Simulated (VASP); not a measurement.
Calculation: PBEsol GGA, VASP's PBE PAW potentials (set 64) (plane waves; VASP).

Input for VASP

### INCAR
```
SYSTEM = Ge
PREC = Accurate; ENCUT = 400; LREAL = .FALSE.
LASPH = .TRUE.
EDIFF = 1E-6; NELM = 100; ALGO = Normal
LMAXMIX = 4
ISMEAR = 0; SIGMA = 0.05
GGA = PS
ISIF = 2
LWAVE = .FALSE.; LCHARG = .FALSE.
```

### POSCAR
```
Ge
1
    0.0000000000     2.8290000000     2.8290000000
    2.8290000000     0.0000000000     2.8290000000
    2.8290000000     2.8290000000     0.0000000000
Ge
2
Direct
  0.0000000000   0.0000000000   0.0000000000
  0.2500000000   0.2500000000   0.2500000000
```

File KPOINTS:
```
kpoints
0
G
  7 7 7
0 0 0
```

POTCAR, in this order: Ge_d (PBE.64 set). Program: vasp_std.

The run wrote:

**OUTCAR**
```
 ion  position               nearest neighbor table
   1  0.000  0.000  0.000-   2 2.45   2 2.45   2 2.45   2 2.45
   2  0.250  0.250  0.250-   1 2.45   1 2.45   1 2.45   1 2.45
  LATTYP: Found a face centered cubic cell.
 ALAT       =     5.6580000000
 Subroutine PRICEL returns:
 Original cell was already a primitive cell.
 Subroutine GETGRP returns: Found 48 space group operations
The static configuration has the point symmetry T_d .
 The point group associated with its full space group is O_h .
The dynamic configuration has the point symmetry T_d .
 Subroutine INISYM returns: Found 48 space group operations
 Subroutine IBZKPT returns following result:
 Found     20 irreducible k-points:

 Following reciprocal coordinates:
            Coordinates               Weight
  0.000000  0.000000  0.000000      1.000000
  0.142857  0.000000  0.000000      8.000000
  0.285714  0.000000  0.000000      8.000000
  0.428571  0.000000  0.000000      8.000000
  0.142857  0.142857  0.000000      6.000000
  0.285714  0.142857  0.000000     24.000000
  0.428571  0.142857  0.000000     24.000000
 -0.428571  0.142857  0.000000     24.000000
 -0.285714  0.142857  0.000000     24.000000
 -0.142857  0.142857  0.000000     12.000000
  0.285714  0.285714  0.000000      6.000000
  0.428571  0.285714  0.000000     24.000000
 -0.428571  0.285714  0.000000     24.000000
 -0.285714  0.285714  0.000000     12.000000
  0.428571  0.428571  0.000000      6.000000
 -0.428571  0.428571  0.000000     12.000000
  0.428571  0.285714  0.142857     24.000000
 -0.428571  0.285714  0.142857     48.000000
 -0.428571  0.428571  0.142857     24.000000
 -0.285714  0.428571  0.142857     24.000000
   k-points           NKPTS =     20   k-points in BZ     NKDIM =     20   number of bands    NBANDS=     18
   number of dos      NEDOS =    301   number of ions     NIONS =      2
   total plane-waves  NPLWV =  21952
...
```

### OSZICAR
```
       N       E                     dE             d eps       ncg     rms          rms(c)
DAV:   1     0.142447990775E+03    0.14245E+03   -0.13493E+04   752   0.371E+03
DAV:   2     0.783700548858E+01   -0.13461E+03   -0.13219E+03   720   0.458E+02
DAV:   3    -0.951522290255E+01   -0.17352E+02   -0.17191E+02   790   0.135E+02
DAV:   4    -0.999615255149E+01   -0.48093E+00   -0.48028E+00   812   0.261E+01
DAV:   5    -0.100039660268E+02   -0.78135E-02   -0.78126E-02   784   0.337E+00    0.328E+00
DAV:   6    -0.990222755163E+01    0.10174E+00   -0.38685E-02   852   0.262E+00    0.189E+00
DAV:   7    -0.984976573176E+01    0.52462E-01   -0.75709E-02   738   0.281E+00    0.160E-01
DAV:   8    -0.985086395571E+01   -0.10982E-02   -0.80121E-03   828   0.143E+00    0.500E-02
DAV:   9    -0.985097913999E+01   -0.11518E-03   -0.32791E-04   830   0.309E-01    0.132E-02
DAV:  10    -0.985098781382E+01   -0.86738E-05   -0.21941E-05   820   0.582E-02    0.544E-03
DAV:  11    -0.985098938687E+01   -0.15730E-05   -0.22487E-06   636   0.139E-02    0.113E-03
DAV:  12    -0.985098922927E+01    0.15760E-06   -0.60090E-07   402   0.163E-02
   1 F= -.98509892E+01 E0= -.98508586E+01  d E =-.261309E-03
```

OUTCAR:
```
------------------------ aborting loop because EDIFF is reached ----------------------------------------
  FORCE on cell =-STRESS in cart. coord.  units (eV):
  Direction    XX          YY          ZZ          XY          YZ          ZX
  --------------------------------------------------------------------------------------
  Total        0.0594173      0.0594173      0.0594173      0.0000000      0.0000000      0.0000000
  in kB        2.1023010      2.1023010      2.1023010      0.0000000      0.0000000      0.0000000
  external PRESSURE =       2.1023010 kB  Pullay stress =       0.0000000 kB
  volume of cell :       45.28
      direct lattice vectors                 reciprocal lattice vectors
     0.000000000  2.829000000  2.829000000    -0.176740898  0.176740898  0.176740898
     2.829000000  0.000000000  2.829000000     0.176740898 -0.176740898  0.176740898
     2.829000000  2.829000000  0.000000000     0.176740898  0.176740898 -0.176740898
 POSITION                                       TOTAL-FORCE (eV/Angst)
 -----------------------------------------------------------------------------------
      0.00000      0.00000      0.00000        -0.000000     -0.000000      0.000000
      1.41450      1.41450      1.41450         0.000000      0.000000     -0.000000
 -----------------------------------------------------------------------------------
    total drift:                                0.000000      0.000000      0.000000
  FREE ENERGIE OF THE ION-ELECTRON SYSTEM (eV)
  ---------------------------------------------------
  free  energy   TOTEN  =        -9.8509892293 eV

  energy  without entropy=       -9.8507279200  energy(sigma->0) =       -9.85085857
```
(Selected blocks of OUTCAR.)

The compound is Ge in the diamond structure. The cell was not relaxed at this level. The run is one of a series of settings (GGA = PS against the base run), some of them coarse on purpose.
